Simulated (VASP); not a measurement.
Set up this calculation in VASP 6.6.1, as the native input.

- Task: single point
- Functional: PBEsol
- Potentials or basis: VASP PAW PBE potentials, release 64 (W_sv, Si, C)
- Cutoff: 450 eV
- k mesh: 2 × 3 × 3
- Occupations: gaussian, width 0.03 eV
- Spin: no spin polarisation
- Hubbard terms: W d U = 2 eV
- Dq: 1
- Further INCAR settings: LREAL = Auto; ALGO = Normal; EDIFF = 1e-05; NBANDS = 71; NELECT = 105.0

The structure of Si11WC12 (a cell with a defect) lies in POSCAR:

```
Si11WC12
1.0
    0.0000000000      6.5370000000      6.5370000000
    4.3580000000      0.0000000000      4.3580000000
    4.3580000000      4.3580000000      0.0000000000
W Si C
1 11 12
Direct
    0.0000000000      0.0000000000      0.0000000000
    0.0000000000      0.0000000000      0.5000000000
    0.0000000000      0.5000000000      0.0000000000
    0.0000000000      0.5000000000      0.5000000000
    0.3333330000      0.0000000000      0.0000000000
    0.3333330000      0.0000000000      0.5000000000
    0.3333330000      0.5000000000      0.0000000000
    0.3333330000      0.5000000000      0.5000000000
    0.6666670000      0.0000000000      0.0000000000
    0.6666670000      0.0000000000      0.5000000000
    0.6666670000      0.5000000000      0.0000000000
    0.6666670000      0.5000000000      0.5000000000
    0.0833333333      0.1250000000      0.1250000000
    0.0833333333      0.1250000000      0.6250000000
    0.0833333333      0.6250000000      0.1250000000
    0.0833333333      0.6250000000      0.6250000000
    0.4166663333      0.1250000000      0.1250000000
    0.4166663333      0.1250000000      0.6250000000
    0.4166663333      0.6250000000      0.1250000000
    0.4166663333      0.6250000000      0.6250000000
    0.7500003333      0.1250000000      0.1250000000
    0.7500003333      0.1250000000      0.6250000000
    0.7500003333      0.6250000000      0.1250000000
    0.7500003333      0.6250000000      0.6250000000
```

These files were run (other wordings do the same):

INCAR

```
PREC = Accurate ; ENCUT = 450
EDIFF = 1E-5 ; ISMEAR = 0
SIGMA = 0.03 ; LREAL = Auto
LASPH = T ; NELM = 120
ALGO = Normal ; ISIF = 2
LWAVE = F ; LCHARG = F
LMAXMIX = 4 ; LDAU = T
LDAUTYPE = 2 ; LDAUL = 2 -1 -1
LDAUU = 2 0 0 ; LDAUJ = 0 0 0
LDAUPRINT = 1 ; GGA = PS
NBANDS = 71 ; LORBIT = 11
NELECT = 105.0 ; KPAR = 4
```

KPOINTS

```
regular mesh
0
Gamma
  2 3 3
```

Potentials or basis: VASP PAW PBE potentials, release 64 (W_sv, Si, C).

Run with:

```sh
$ cat potpaw_PBE.64/W_sv/POTCAR potpaw_PBE.64/Si/POTCAR potpaw_PBE.64/C/POTCAR > POTCAR
$ mpirun -np 4 vasp_std > vasp.out
```

Results of the run:

The largest force is 3.210 eV/Å and the band gap on the k mesh is none (metal or under the smearing width). The valence electrons inside the program's atomic spheres are W 12.65; Si 1.66; C 2.58, 2.59, 2.52.

Caveat: the k mesh is coarse (spacing up to 0.42 Å⁻¹), so the values aren't converged; the cell is charged against a uniform background, so pressure and absolute levels hang on convention; the PAW data sets were made with another functional, which shifts forces and pressure a little; U without spin polarisation on a metal has little footing; the U is typed as a test and isn't derived for this compound.

It took 40 s on 4 MPI ranks on Intel(R) Xeon(R) 6975P-C (Granite Rapids), on a shared host, peak memory 0.41 GiB a rank.
